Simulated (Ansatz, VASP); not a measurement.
# Cross-check of Bi2Se3 (Bi2Se3 quintuple layer monolayer) between VASP and Ansatz, part 2 of 2

Wanted: the spread between two codes on one cell, functional and k mesh. Of the first pair: The structure shown is the start of the Ansatz relaxation below; VASP solves that cell, so the two are compared at the walk's first step.

VASP 6.6.1 and Ansatz 0.2.0.

So far: The starting structure; Ansatz: relaxation, PBE with D3(BJ); VASP: single point, PBE with D3(BJ), start cell, pair 1.

### 4. Comparison

Known differences besides the potentials themselves: Ansatz cuts the interaction across the vacuum, VASP repeats the sheet with a dipole correction; the data sets hold 78 valence electrons in Ansatz (on its PAW soft_1 files) and 48 in VASP; the cutoff is 420 eV in Ansatz and 400 eV in VASP. Total energies have different zeros and are not compared.

Forces (eV/Å; atoms numbered as in POSCAR):

| atom | Ansatz x, y, z | VASP x, y, z |
| --- | --- | --- |
| Se1 | 0.000, 0.000, 0.657 | 0.000, 0.000, 0.647 |
| Se2 | 0.000, 0.000, 0.000 | 0.000, 0.000, 0.000 |
| Se3 | 0.000, 0.000, -0.657 | 0.000, 0.000, -0.647 |
| Bi4 | 0.000, 0.000, -0.446 | 0.000, 0.000, -0.440 |
| Bi5 | 0.000, 0.000, 0.446 | 0.000, 0.000, 0.440 |

The forces differ by 4.3 meV/Å r.m.s., which is 1.5 % of the r.m.s. force of 0.286 eV/Å (both taken over all components). With vacuum in the cell, a pressure given here is an average over mostly empty space and none of the material.

### 5. Ansatz: relaxation, PBE with D3(BJ)

This run makes the geometry at which the two programs are then compared.

The structure compared here is the end of the Ansatz relaxation.

input.yaml reads:

```yaml
crystal:
  lattice:
    - [4.19, 0.0, 0.0]
    - [-2.095, 3.6286464419, 0.0]
    - [0.0, 0.0, 45.4000000022]
  atoms:
    - { symbol: Se, position: [0.3333333333, 0.6666666667, 0.4207048458] }
    - { symbol: Bi, position: [0.6666666667, 0.3333333333, 0.4570484581] }
    - { symbol: Se, position: [0.0, 0.0, 0.5] }
    - { symbol: Bi, position: [0.3333333333, 0.6666666667, 0.5429515419] }
    - { symbol: Se, position: [0.6666666667, 0.3333333333, 0.5792951542] }
  periodic: [true, true, false]
kpoints:
  mp_grid: { grid: [12, 12, 1] }
hamiltonian:
  xc: pbe
  dispersion: d3bj
  pseudopotentials: { kind: paw, azcp: { folder: soft_1 } }
scf:
  occupations: { method: fermi_dirac, width: 0.05 }
  convergence: { dr2_threshold: 1.0e-09 }
relax:
  f_tol: 0.004
  max_steps: 90
  cell: {}
output:
  write_potential: true
  write_density: true
  volumetric_format: npy
```

Command:

```bash
$ ansatz run input.yaml --threads 2 --pin off --max-ram 3072MiB --backend cpu --events-out ev --progress --plain --runs-dir out
```

Numbers of over 12 decimals in the logs are rounded to 6 here.

Output:

```text
[...]
Crystal: 5 atoms, lattice volume = 690.263 Å³
Basis set: ecut = 420 eV, 13285 PW (Γ), exchange–correlation on 60×60×640 points (8 copies of the dense FFT grid, shifted against one another)
Bands: 47, of which v1, the nominal top of the filled ones, is band 39 counted from 1 (38 counted from 0)
Symmetry: 12 space group operations
[...]
cell:  # Å, volume = 668.8775 Å³
    - [4.124583, 0.0, 0]
    - [-2.062291, 3.571994, 0]
    - [0, 0, 45.4000000022]
  atoms:
    - { symbol: Se, position: [0.333333, 0.666667, 0.422534] }
    - { symbol: Bi, position: [0.666667, 0.333333, 0.457321] }
    - { symbol: Se, position: [0, 0, 0.5] }
    - { symbol: Bi, position: [0.333333, 0.666667, 0.542679] }
    - { symbol: Se, position: [0.666667, 0.333333, 0.577466] }
[key lines of the parts left out:]
SCF converged after 6 iterations
Free energy (F): -41209.250981 eV
Fermi energy:    -5.391606 eV
P = ½ c Tr σ = -0.0085 N/m
```

### 6. VASP: single point, PBE with D3(BJ), relaxed cell, pair 2

The same cell, functional, mesh and smearing now go to VASP, with its own data sets.

INCAR reads:

```
SYSTEM = Bi2Se3
PREC = Accurate
ENCUT = 400
EDIFF = 1E-06
NELM = 120
ISMEAR = -1
SIGMA = 0.05
LREAL = .FALSE.
ALGO = Normal
GGA = PE
IVDW = 12
NBANDS = 30
LORBIT = 11
LWAVE = .FALSE.
LCHARG = .FALSE.
ISIF = 2
LDIPOL = .TRUE.
IDIPOL = 3
DIPOL = 0.5 0.5 0.5
LVHAR = .TRUE.
LASPH = .TRUE.
GGA_COMPAT = .FALSE.
EFERMI = MIDGAP
NELMDL = -8
KPAR = 2
```

POSCAR reads:

```
Bi2Se3
1.0
    4.1245829199      0.0000000000      0.0000000000
   -2.0622914599      3.5719935886      0.0000000000
    0.0000000000      0.0000000000     45.4000000022
Se Bi
3 2
Direct
    0.3333333332      0.6666666666      0.4225343237
    0.9999999999      0.9999999999      0.5000000000
    0.6666666666      0.3333333332      0.5774656763
    0.6666666666      0.3333333332      0.4573207953
    0.3333333332      0.6666666666      0.5426792047
```

KPOINTS reads:

```
Automatic mesh
0
Gamma
12 12 1
0 0 0
```

PAW data sets: Se and Bi_d (PBE family, release 64).

Command:

```bash
$ mpirun -np 2 vasp_std
```

Output:

```text
[... set-up lines as in an earlier step ...]
 entering main loop
       N       E                     dE             d eps       ncg     rms          rms(c)
DAV:   1     0.359666986685E+03    0.35967E+03   -0.17410E+04  1580   0.963E+02
DAV:   2     0.213033746877E+02   -0.33836E+03   -0.33252E+03  1560   0.275E+02
DAV:   3    -0.192683599283E+02   -0.40572E+02   -0.39903E+02  1374   0.104E+02
DAV:   4    -0.209906156226E+02   -0.17223E+01   -0.17090E+01  1490   0.253E+01
[...]
DAV:  21    -0.201980710403E+02   -0.11328E-04   -0.16117E-07   808   0.175E-03    0.353E-04
DAV:  22    -0.201980732168E+02   -0.21766E-05   -0.60282E-08   774   0.108E-03    0.470E-04
DAV:  23    -0.201980740554E+02   -0.83862E-06   -0.14727E-08   654   0.763E-04
   1 F= -.21791944E+02 E0= -.21791941E+02  d E =-.615593E-05
```

OUTCAR, selected parts (step 6):

```text
 Edisp (eV)   -1.59387

  Total      -0.02611    -0.02611    -0.01486    -0.00000     0.00000     0.00000
  in kB      -0.06255    -0.06255    -0.03559    -0.00000     0.00000     0.00000
  external pressure =       -0.05 kB  Pullay stress =        0.00 kB

 POSITION                                       TOTAL-FORCE (eV/Angst)
 -----------------------------------------------------------------------------------
     -0.00000      2.38133     19.18306         0.000000     -0.000000     -0.013071
      2.06229      3.57199     22.70000        -0.000000      0.000000      0.000000
      2.06229      1.19066     26.21694        -0.000000      0.000000      0.013071
      2.06229      1.19066     20.76236        -0.000000      0.000000      0.007824
     -0.00000      2.38133     24.63764         0.000000     -0.000000     -0.007824
 -----------------------------------------------------------------------------------
    total drift:                                0.000001      0.000001     -0.000000

  FREE ENERGIE OF THE ION-ELECTRON SYSTEM (eV)
  ---------------------------------------------------
  free  energy   TOTEN  =       -21.7919443716 eV

  energy  without entropy=      -21.7919382156  energy(sigma->0) =      -21.79194129

[... 1 part as in an earlier step ...]

[... 2 further parts left out ...]
[key lines of the parts left out:]
E-fermi :  -3.2069
```

### 7. Differences

What differs besides the data sets and the points named for the pairs above, as far as they apply: the data sets hold 78 valence electrons in Ansatz (on its PAW soft_1 files) and 48 in VASP. Total energies have different zeros and are not compared.

The two programs side by side:

| quantity | Ansatz | VASP | difference |
| --- | --- | --- | --- |
| gap on the k mesh (eV) | 0.945 | 0.938 | +0.007 |

At this near-relaxed geometry the largest component of a force difference is 13 meV/Å. A gap on the mesh is an upper bound, since the band edges may lie between its points; neither run holds spin-orbit coupling, which can move the band edges of a compound of Bi. With vacuum in the cell, a pressure given here is an average over mostly empty space and none of the material.

### 8. Outcome

| Item | Value |
| --- | --- |
| r.m.s. force difference (single point, PBE with D3(BJ), start cell, pair 1) | 1.5 % of the r.m.s. force |
| difference in gap on the k mesh (single point, PBE with D3(BJ), relaxed cell, pair 2) | 0.0074 eV |

**Reading.** The r.m.s. force difference is 1.5 % of the r.m.s. force (single point, PBE with D3(BJ), start cell, pair 1), within the 3 % picked in this series as the mark of a large difference. The data sets hold unlike numbers of valence electrons (78 in Ansatz and 48 in VASP), so part of the differences comes from the potentials. How closely two codes agree says nothing of how well the functional describes the real material.

[Lines on the potential files, build, host, timing and source positions are cut from VASP's logs without a mark.]

[Logs are printed without paths, hosts, clocks, repeated set-up lines and the standing remarks that a program may print on its own settings, such as how far it seeks lower states.]

[Hosts, paths, dates, database ids (printed as entryN), source tags and the programs' standing remarks are cut or masked in the printed files.]
